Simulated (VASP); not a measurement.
A run of VASP 6.6.1:

Contents of INCAR:

```
SYSTEM = TaRu
PREC     = Accurate       ! precision mode
ENCUT    = 600            ! plane-wave cutoff, eV
EDIFF    = 1E-6           ! SCF threshold, eV
ISMEAR   = 0              ! smearing method
SIGMA    = 0.1            ! smearing width, eV
LREAL    = .False.        ! projectors in reciprocal space
LASPH    = .True.         ! aspherical terms in the spheres
NELM     = 100            ! most SCF steps
ALGO     = Fast           ! electronic algorithm
ISIF     = 3              ! what is computed and relaxed
LWAVE    = .False.        ! write WAVECAR
LCHARG   = .False.        ! write CHGCAR
GGA      = PS             ! functional
IBRION   = 2              ! ionic algorithm
NSW      = 70             ! ionic steps
EDIFFG   = -0.005         ! ionic threshold
```

KPOINTS

```
regular mesh
0
Gamma
  14 14 12
  0 0 0
```

The input POSCAR:

```
TaRu
1.0
    3.0563393349      0.0000000000      0.0000000000
    0.0000000000      3.0563393349      0.0000000000
    0.0000000000      0.0000000000      3.4225963286
Ta Ru
1 1
Direct
    0.5000000000      0.5000000000      0.5000000000
    0.0000000000      0.0000000000      0.0000000000
```

Potentials or basis: VASP PAW PBE potentials, release 64 (Ta_pv, Ru_pv).

Command:

```bash
$ cat potpaw_PBE.64/Ta_pv/POTCAR potpaw_PBE.64/Ru_pv/POTCAR > POTCAR
$ mpirun -np 1 vasp_std > vasp.out
```

Hardware: 1 thread of Intel(R) Xeon(R) 6975P-C (Granite Rapids) (shared host).

Question: Estimate the wall time of this run.

Answer: It took 3.3 min on 1 thread of Intel(R) Xeon(R) 6975P-C (Granite Rapids) (shared host), peak memory 0.3 GiB. Counts: scf iterations 66, k points 252, ion steps 8.
